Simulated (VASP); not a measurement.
# HfN: structure and properties in VASP, part 3 of 4

What structure does HfN take at this level, and what are its properties? The start is a cell from a database of measured crystal structures.

VASP 6.6.1; PBE with D3(BJ); plane waves and PAW (Hf_pv, N).

Still holding for the runs below: This run has no spin polarisation. Its electron count is odd, so without a moment it is a metal by construction.

So far. Step 4 (Single point with fields (PBE + D3(BJ))): In this run the pressure is 0.02 GPa, small enough to go on. Step 5 (Band structure (PBE + D3(BJ))): There is no gap at this level. The relaxed cell has a = 4.505 Å (conventional setting).

### 6. Density of states (PBE + D3(BJ))

A density of states needs more k-points than a total energy; ISMEAR = -5 takes tetrahedra, and LORBIT projects the states on the PAW spheres. The mesh is finer than in the run before.

Input file INCAR:

```
SYSTEM = HfN
PREC = Accurate
ENCUT = 520
EDIFF = 1E-06
NELM = 100
ISMEAR = -5
SIGMA = 0.05
LREAL = .FALSE.
ALGO = Normal
GGA = PE
IVDW = 12
NBANDS = 19
LASPH = .TRUE.
LORBIT = 11
LWAVE = .FALSE.
LCHARG = .FALSE.
KPAR = 2
NEDOS = 2001
```

Input file POSCAR:

```
HfN
1.0
    0.0000000000      2.2525383117      2.2525383117
    2.2525383117      0.0000000000      2.2525383117
    2.2525383117      2.2525383117      0.0000000000
Hf N
1 1
Direct
    0.0000000000      0.0000000000      0.0000000000
    0.5000000000      0.5000000000      0.5000000000
```

Input file KPOINTS:

```
Automatic mesh
0
Gamma
11 11 11
0 0 0
```

PAW data sets: Hf_pv and N (PBE family, release 64).

Launch:

```sh
$ mpirun -np 2 vasp_std
```

Output:

```text
[... set-up lines as in an earlier step ...]
 entering main loop
       N       E                     dE             d eps       ncg     rms          rms(c)
DAV:   1     0.431846392180E+02    0.43185E+02   -0.71618E+03  2144   0.743E+02
DAV:   2    -0.228631650768E+02   -0.66048E+02   -0.62239E+02  2593   0.211E+02
DAV:   3    -0.247464945608E+02   -0.18833E+01   -0.18680E+01  2456   0.274E+01
DAV:   4    -0.247511002503E+02   -0.46057E-02   -0.46063E-02  2449   0.152E+00
DAV:   5    -0.247511094511E+02   -0.92009E-05   -0.92010E-05  2459   0.652E-02    0.499E+01
DAV:   6    -0.218522843739E+02    0.28988E+01   -0.61321E+00  2335   0.163E+01    0.426E+01
DAV:   7    -0.217758789288E+02    0.76405E-01   -0.38321E-01  2307   0.447E+00    0.267E+01
DAV:   8    -0.217532427796E+02    0.22636E-01   -0.82532E-02  2281   0.213E+00    0.544E+00
DAV:   9    -0.217487478469E+02    0.44949E-02   -0.94782E-03  2338   0.701E-01    0.202E+00
DAV:  10    -0.217486160034E+02    0.13184E-03   -0.63992E-04  2341   0.211E-01    0.487E-01
DAV:  11    -0.217486115907E+02    0.44127E-05   -0.39189E-05  2349   0.563E-02    0.903E-02
DAV:  12    -0.217486147254E+02   -0.31347E-05   -0.59029E-06  2382   0.162E-02    0.156E-02
DAV:  13    -0.217486140706E+02    0.65481E-06   -0.12956E-07  1214   0.295E-03
   1 F= -.22527980E+02 E0= -.22527980E+02  d E =0.000000E+00
 -----------------------------------------------------------------------------
|                                                                             |
|           W    W    AA    RRRRR   N    N  II  N    N   GGGG   !!!           |
|           W    W   A  A   R    R  NN   N  II  NN   N  G    G  !!!           |
|           W    W  A    A  R    R  N N  N  II  N N  N  G       !!!           |
|           W WW W  AAAAAA  RRRRR   N  N N  II  N  N N  G  GGG   !            |
|           WW  WW  A    A  R   R   N   NN  II  N   NN  G    G                |
|           W    W  A    A  R    R  N    N  II  N    N   GGGG   !!!           |
|                                                                             |
|     Tetrahedron method does not include variations of the Fermi             |
|     occupations, so forces and stress will be inaccurate. We suggest        |
|     using a different smearing scheme ISMEAR = 1 or 2 for metals in         |
|     relaxations.                                                            |
|                                                                             |
 -----------------------------------------------------------------------------
```

Run time: 10 s. Hardware: 2 MPI ranks of Intel Xeon Platinum 8259CL at 2.50GHz (Skylake/Cascade Lake), shared host; peak memory 0.3 GiB.

From OUTCAR (step 6):

```text
   k-points           NKPTS =     56   k-points in BZ     NKDIM =     56   number of bands    NBANDS=     19

   NELECT =      15.0000    total number of electrons

 E-fermi :   8.5123

 k-point     1 :       0.0000    0.0000    0.0000
  band No.  band energies     occupation
    ...
      6       5.4252      2.00000
      7       5.4252      2.00000
      8       8.1102      2.00000
      9       8.1102      2.33818
     10       8.1102      2.33818
     11      10.3416      0.00000
     12      10.4511      0.00000
     13      10.4511      0.00000
     14      18.0471      0.00000
     15      20.7177      0.00000
    ...

 Edisp (eV)   -0.77937

  Total      -0.03089    -0.03089    -0.03089    -0.00000    -0.00000    -0.00000
  in kB      -2.16498    -2.16498    -2.16498    -0.00000    -0.00000    -0.00000
  external pressure =       -2.16 kB  Pullay stress =        0.00 kB

 POSITION                                       TOTAL-FORCE (eV/Angst)
 -----------------------------------------------------------------------------------
      0.00000      0.00000      0.00000         0.000000      0.000000      0.000000
      2.25254      2.25254      2.25254        -0.000000     -0.000000     -0.000000
 -----------------------------------------------------------------------------------
    total drift:                                0.000000     -0.000000     -0.000000

  FREE ENERGIE OF THE ION-ELECTRON SYSTEM (eV)
  ---------------------------------------------------
  free  energy   TOTEN  =       -22.5279802043 eV

  energy  without entropy=      -22.5279802043  energy(sigma->0) =      -22.52798020

[... 6 parts as in an earlier step ...]

[... 10 further parts left out ...]
```

With tetrahedra the forces and stress of a metal are not exact derivatives of the energy.

This step gave:

```
SCF cycles             : 13
irreducible k-points   : 56
free energy (TOTEN)    : -22.53 eV
Fermi energy           : 8.512 eV
pressure               : -0.2165 GPa
DOS at the Fermi level : 0.6432 states/eV/cell
```

The density of states has structure finer than the step of the table below, so its rows give means over 1 eV, whole bins alone (the curve runs from -12.0 to 7.90 eV). Peaks (eV: height): total -5.6: 4.5, 3.6: 2.07; Hf d -5.6: 0.832, 3.6: 1.43, 5.0: 1.31; N p -5.6: 1.79; Hf p -5.6: 0.753, 5.4: 0.182; Hf s -7.7: 0.129, 5.1: 0.0647, 6.5: 0.0442.

States under -12.0 eV and over 7.9 eV are left out. Density of states against energy, zero at the Fermi level; means over each step; values in states/eV/cell:

```tsv
energy (eV)	total	Hf d	N p	Hf p	Hf s	N s
-10	0	0	0	0	0	0
-9	0.0568	0.00902	0.0157	9.5e-4	0.00974	3.5e-4
-8	0.589	0.0931	0.179	0.0232	0.0832	0.00559
-7	0.895	0.136	0.305	0.0684	0.0925	0.00969
-6	2.17	0.474	0.873	0.242	0.0252	0.00753
-5	1.77	0.359	0.736	0.202	0.00661	0.00441
-4	0.501	0.0719	0.241	0.0467	0.00166	9.9e-4
-3	0.0924	0.0333	0.0249	0.00423	2.8e-4	1.2e-4
-2	0.231	0.111	0.0384	0.00379	0.00121	4.8e-4
-1	0.396	0.206	0.0569	0.00265	0.00279	0.00143
0	0.632	0.342	0.0853	0.00442	0.00566	0.00385
1	0.729	0.413	0.0898	0.0104	0.00660	0.00553
2	0.784	0.481	0.0814	0.0136	0.0120	0.0122
3	1.55	0.990	0.176	0.0231	0.0325	0.0342
4	1.76	1.21	0.159	0.0342	0.0424	0.0462
5	1.70	1.12	0.126	0.101	0.0574	0.0751
6	1.21	0.684	0.100	0.142	0.0397	0.0973
7	0.738	0.421	0.110	0.0884	0.0279	0.0199
```

The finer mesh and the other smearing move the Fermi level by -0.23 eV from the 7×7×7 run, one measure of the sampling error in the zero of the bands above. Of the states within 0.3 eV of the Fermi level, the largest shares in the PAW spheres are Hf d 54 % and N p 13 %. The rest lies in smaller channels or between the spheres.

### 7. Zone-centre phonons (PBE + D3(BJ))

Zone-centre modes test whether the atoms sit at a minimum within this cell. IBRION = 6 takes the force constants from differences of forces between displaced cells, so the forces must be tight.

Input file INCAR:

```
SYSTEM = HfN
PREC = Accurate
ENCUT = 520
EDIFF = 1E-08
NELM = 100
ISMEAR = 1
SIGMA = 0.2
LREAL = .FALSE.
ALGO = Normal
GGA = PE
IVDW = 12
NBANDS = 13
LASPH = .TRUE.
LORBIT = 11
LWAVE = .FALSE.
LCHARG = .FALSE.
KPAR = 2
IBRION = 6
NFREE = 2
POTIM = 0.015
ISIF = 2
NSW = 1
```

POSCAR is that of step 6.

Input file KPOINTS:

```
Automatic mesh
0
Gamma
15 15 15
0 0 0
```

Launch:

```sh
$ mpirun -np 2 vasp_std
```

Output:

```text
[... set-up lines as in an earlier step ...]
 entering main loop
       N       E                     dE             d eps       ncg     rms          rms(c)
DAV:   1     0.380346537061E+02    0.38035E+02   -0.79281E+03  3128   0.109E+03
DAV:   2    -0.226510370691E+02   -0.60686E+02   -0.56961E+02  4156   0.242E+02
DAV:   3    -0.247447504428E+02   -0.20937E+01   -0.20844E+01  3678   0.374E+01
DAV:   4    -0.247541320225E+02   -0.93816E-02   -0.93766E-02  3495   0.288E+00
DAV:   5    -0.247542051273E+02   -0.73105E-04   -0.73104E-04  3630   0.213E-01    0.499E+01
DAV:   6    -0.218341248943E+02    0.29201E+01   -0.93473E+00  3583   0.239E+01    0.420E+01
DAV:   7    -0.217750907734E+02    0.59034E-01   -0.55771E-01  3355   0.650E+00    0.268E+01
DAV:   8    -0.217574737322E+02    0.17617E-01   -0.11620E-01  3655   0.299E+00    0.644E+00
DAV:   9    -0.217499465921E+02    0.75271E-02   -0.29741E-02  3595   0.131E+00    0.194E+00
DAV:  10    -0.217495928228E+02    0.35377E-03   -0.21918E-03  3733   0.431E-01    0.186E-01
DAV:  11    -0.217495683676E+02    0.24455E-04   -0.10917E-04  3516   0.109E-01    0.600E-02
DAV:  12    -0.217495672467E+02    0.11208E-05   -0.10717E-05  3882   0.274E-02    0.492E-03
DAV:  13    -0.217495670943E+02    0.15245E-06   -0.34388E-07  3695   0.598E-03    0.772E-03
DAV:  14    -0.217495670336E+02    0.60693E-07   -0.27256E-08  3585   0.164E-03    0.408E-03
DAV:  15    -0.217495670602E+02   -0.26626E-07   -0.11781E-08  2047   0.101E-03    0.613E-04
DAV:  16    -0.217495670636E+02   -0.33863E-08   -0.19230E-09  1585   0.485E-04
   1 F= -.22528933E+02 E0= -.22528943E+02  d E =0.297750E-04
 Found     2 degrees of freedom:
 Finite differences POTIM= 0.01500 DOF=   2
 bond charge predicted
       N       E                     dE             d eps       ncg     rms          rms(c)
DAV:   1    -0.217463949638E+02    0.31721E-02   -0.61508E-01  7588   0.736E+00    0.497E-01
DAV:   2    -0.217481794911E+02   -0.17845E-02   -0.19405E-02  8628   0.125E+00    0.230E-01
DAV:   3    -0.217481890761E+02   -0.95850E-05   -0.79868E-05  8738   0.911E-02    0.858E-02
DAV:   4    -0.217481913527E+02   -0.22767E-05   -0.54487E-06  8823   0.214E-02    0.163E-02
DAV:   5    -0.217481915399E+02   -0.18720E-06   -0.35233E-07  8478   0.623E-03    0.443E-03
DAV:   6    -0.217481915227E+02    0.17183E-07   -0.55802E-08  9008   0.230E-03    0.751E-04
DAV:   7    -0.217481915223E+02    0.46612E-09   -0.11260E-08  6317   0.881E-04
   2 F= -.22527559E+02 E0= -.22527569E+02  d E =0.328021E-04
[...]
3 F= -.22527559E+02 E0= -.22527569E+02  d E =0.327969E-04
[...]
4 F= -.22527558E+02 E0= -.22527568E+02  d E =0.328022E-04
 Finite differences progress:
  Degree of freedom:   2/  2
  Displacement:        1/  2
  Total:               3/  4
 bond charge predicted
       N       E                     dE             d eps       ncg     rms          rms(c)
DAV:   1    -0.217483193449E+02   -0.12882E-03   -0.26180E+00  7553   0.109E+01    0.978E-01
DAV:   2    -0.217486704752E+02   -0.35113E-03   -0.17066E-02  9193   0.100E+00    0.504E-01
DAV:   3    -0.217481887372E+02    0.48174E-03   -0.85192E-04  8003   0.266E-01    0.174E-01
DAV:   4    -0.217481922399E+02   -0.35027E-05   -0.21235E-04  9298   0.110E-01    0.444E-02
DAV:   5    -0.217481909893E+02    0.12505E-05   -0.66760E-06  8553   0.233E-02    0.136E-02
DAV:   6    -0.217481905440E+02    0.44534E-06   -0.94271E-07  8616   0.933E-03    0.389E-03
DAV:   7    -0.217481905317E+02    0.12338E-07   -0.18200E-07  8953   0.351E-03    0.813E-04
DAV:   8    -0.217481905291E+02    0.26114E-08   -0.43368E-09  4018   0.650E-04
   5 F= -.22527558E+02 E0= -.22527568E+02  d E =0.327964E-04
 Finite differences progress:
  Degree of freedom:   2/  2
  Displacement:        2/  2
  Total:               4/  4
```

The job ended after 79 s (2 MPI ranks; peak memory 0.54 GiB; 2.2 min of CPU time).

Parts of OUTCAR (step 7):

```text
   k-points           NKPTS =    120   k-points in BZ     NKDIM =    120   number of bands    NBANDS=     13

   NELECT =      15.0000    total number of electrons

 Edisp (eV)   -0.77937

 E-fermi :   8.4748

 k-point     1 :       0.0000    0.0000    0.0000
  band No.  band energies     occupation
    ...
      6       5.4173      2.00000
      7       5.4177      2.00000
      8       8.1116      2.02763
      9       8.1158      2.02924
     10       8.1158      2.02924
     11      10.3397     -0.00000
     12      10.4527     -0.00000
     13      10.4576     -0.00000

 Edisp (eV)   -0.77937

  Total      -0.02077    -0.03341    -0.03341     0.00000     0.00000     0.00000
  in kB      -1.45574    -2.34190    -2.34190     0.00000     0.00000     0.00000
  external pressure =       -2.05 kB  Pullay stress =        0.00 kB

 POSITION                                       TOTAL-FORCE (eV/Angst)
 -----------------------------------------------------------------------------------
      0.00000      0.00000      0.00000        -0.183374      0.000000      0.000000
      2.23754      2.25254      2.25254         0.183374      0.000000      0.000000
 -----------------------------------------------------------------------------------
    total drift:                                0.000063     -0.000000     -0.000000

  FREE ENERGIE OF THE ION-ELECTRON SYSTEM (eV)
  ---------------------------------------------------
  free  energy   TOTEN  =       -22.5275575658 eV

  energy  without entropy=      -22.5275903622  energy(sigma->0) =      -22.52756850

 Eigenvectors and eigenvalues of the dynamical matrix
 ----------------------------------------------------

   1 f  =   15.169617 THz    95.313514 2PiTHz  506.003954 cm-1    62.736466 meV
             X         Y         Z           dx          dy          dz
      0.000000  0.000000  0.000000     0.269659   -0.000000   -0.000000
      2.252538  2.252538  2.252538    -0.962956    0.000000    0.000000

   2 f  =   15.169617 THz    95.313514 2PiTHz  506.003954 cm-1    62.736466 meV
             X         Y         Z           dx          dy          dz
      0.000000  0.000000  0.000000     0.000000    0.000000   -0.269659
      2.252538  2.252538  2.252538     0.000000    0.000000    0.962956

   3 f  =   15.169617 THz    95.313514 2PiTHz  506.003954 cm-1    62.736466 meV
             X         Y         Z           dx          dy          dz
      0.000000  0.000000  0.000000    -0.000000   -0.269659   -0.000000
      2.252538  2.252538  2.252538     0.000000    0.962956   -0.000000

   4 f/i=    0.000586 THz     0.003683 2PiTHz    0.019553 cm-1     0.002424 meV
             X         Y         Z           dx          dy          dz
      0.000000  0.000000  0.000000     0.915626    0.298082   -0.007747
      2.252538  2.252538  2.252538     0.256405    0.083473   -0.002169

   5 f/i=    0.000586 THz     0.003683 2PiTHz    0.019553 cm-1     0.002424 meV
             X         Y         Z           dx          dy          dz
      0.000000  0.000000  0.000000    -0.298180    0.915408   -0.020029
      2.252538  2.252538  2.252538    -0.083500    0.256344   -0.005609

   6 f/i=    0.000586 THz     0.003683 2PiTHz    0.019553 cm-1     0.002424 meV
             X         Y         Z           dx          dy          dz
      0.000000  0.000000  0.000000     0.001165    0.021444    0.962716
      2.252538  2.252538  2.252538     0.000326    0.006005    0.269592

 ELASTIC MODULI CONTR FROM IONIC RELAXATION (kBar)
 Direction    XX          YY          ZZ          XY          YZ          ZX
 --------------------------------------------------------------------------------
 XX           0.0000      0.0000      0.0000      0.0000      0.0000      0.0000
 YY           0.0000      0.0000      0.0000      0.0000      0.0000      0.0000
 ZZ           0.0000      0.0000      0.0000      0.0000      0.0000      0.0000
 XY           0.0000      0.0000      0.0000      0.0000      0.0000      0.0000
 YZ           0.0000      0.0000      0.0000      0.0000      0.0000      0.0000
 ZX           0.0000      0.0000      0.0000      0.0000      0.0000      0.0000
 --------------------------------------------------------------------------------

[... 6 parts as in an earlier step ...]

[... 10 further parts left out ...]
```

The last energy, forces, stress and levels in OUTCAR belong to the last displaced cell, not to the cell of POSCAR.

This step gave:

- bands: 13
- irreducible k-points: 120
- pressure of the cell: -0.2365 GPa
- largest force of the cell: 0 eV/Å

Modes at Γ, with each element's share of the kinetic energy:

```tsv
mode	frequency (cm⁻¹)	symmetry	Hf %	N %
1	0.0	acoustic	93	7
2	0.0	acoustic	93	7
3	0.0	acoustic	93	7
4	506.0	T1u	7	93
5	506.0	T1u	7	93
6	506.0	T1u	7	93
```

Displacements in mode 5 (506.0 cm⁻¹), the largest set to 1:
```
Hf1  0.00  0.00 -0.08
N2   0.00  0.00  1.00
```

The three acoustic modes come out at zero, and all others are real. By the characters of their eigenvectors the optical modes sort into (cm⁻¹) infrared active: T1u 506.

### 8. Field gradients at the nuclei (PBE + D3(BJ))

Field gradients probe how far the charge around each nucleus departs from cubic symmetry; LASPH keeps the non-spherical terms inside the spheres.

Input file INCAR:

```
SYSTEM = HfN
PREC = Accurate
ENCUT = 520
EDIFF = 1E-07
NELM = 100
ISMEAR = 0
SIGMA = 0.05
LREAL = .FALSE.
ALGO = Normal
GGA = PE
IVDW = 12
NBANDS = 13
LASPH = .TRUE.
LORBIT = 11
LWAVE = .FALSE.
LCHARG = .FALSE.
KPAR = 2
LEFG = .TRUE.
```

POSCAR is that of step 7.

Input file KPOINTS:

```
Automatic mesh
0
Gamma
7 7 7
0 0 0
```

Launch:

```sh
$ mpirun -np 2 vasp_std
```

Output:

```text
[... set-up lines as in an earlier step ...]
 entering main loop
       N       E                     dE             d eps       ncg     rms          rms(c)
[... 12 cycles as in an earlier step ...]
DAV:  13    -0.217293421170E+02    0.11415E-06   -0.26622E-07   549   0.534E-03    0.888E-03
DAV:  14    -0.217293420637E+02    0.53352E-07   -0.25561E-08   260   0.158E-03
ion   1
     0.0000000     0.0000000    -0.0000000    -0.0000000     0.0000000     0.0000000
     0.0000654     0.0000000    -0.0000000    -0.0000000     0.0000000     0.0000000
     0.0000901     0.0000000    -0.0000000    -0.0000000     0.0000000     0.0000000
     0.0001241     0.0000000    -0.0000000    -0.0000000     0.0000000     0.0000000
     0.0001709     0.0000000    -0.0000000    -0.0000000     0.0000000     0.0000000

     0.0000000     0.0000000    -0.0000000    -0.0000000     0.0000000     0.0000000
     0.0000654     0.0000000    -0.0000000    -0.0000000     0.0000000     0.0000000
     0.0000901     0.0000000    -0.0000000    -0.0000000     0.0000000     0.0000000
     0.0001241     0.0000000    -0.0000000    -0.0000000     0.0000000     0.0000000
     0.0001709     0.0000000    -0.0000000    -0.0000000     0.0000000     0.0000000

ion   2
     0.0000000    -0.0000000    -0.0000000     0.0000000     0.0000000     0.0000000
     0.0000281    -0.0000000    -0.0000000     0.0000000     0.0000000     0.0000000
     0.0000381    -0.0000000    -0.0000000     0.0000000     0.0000000     0.0000000
     0.0000517    -0.0000000    -0.0000000     0.0000000     0.0000000     0.0000000
     0.0000701    -0.0000000    -0.0000000     0.0000000     0.0000000     0.0000000

     0.0000000    -0.0000000    -0.0000000     0.0000000     0.0000000     0.0000000
     0.0000281    -0.0000000    -0.0000000     0.0000000     0.0000000     0.0000000
     0.0000381    -0.0000000    -0.0000000     0.0000000     0.0000000     0.0000000
     0.0000517    -0.0000000    -0.0000000     0.0000000     0.0000000     0.0000000
     0.0000701    -0.0000000    -0.0000000     0.0000000     0.0000000     0.0000000

   1 F= -.22508708E+02 E0= -.22507534E+02  d E =-.234932E-02
```

Wall time 4.6 s (2 MPI ranks); peak memory 0.28 GiB.

(Continued in part 4 of 4.)

[Lines on the potential files, build, host, timing and source positions are cut from VASP's logs without a mark.]

[Logs are printed without paths, hosts, clocks, repeated set-up lines and the standing remarks that a program may print on its own settings, such as how far it seeks lower states.]

[Hosts, paths, dates, database ids (printed as entryN), source tags and the programs' standing remarks are cut or masked in the printed files.]

[A measured line is paired with the nearest computed mode of its activity, which favours agreement.]
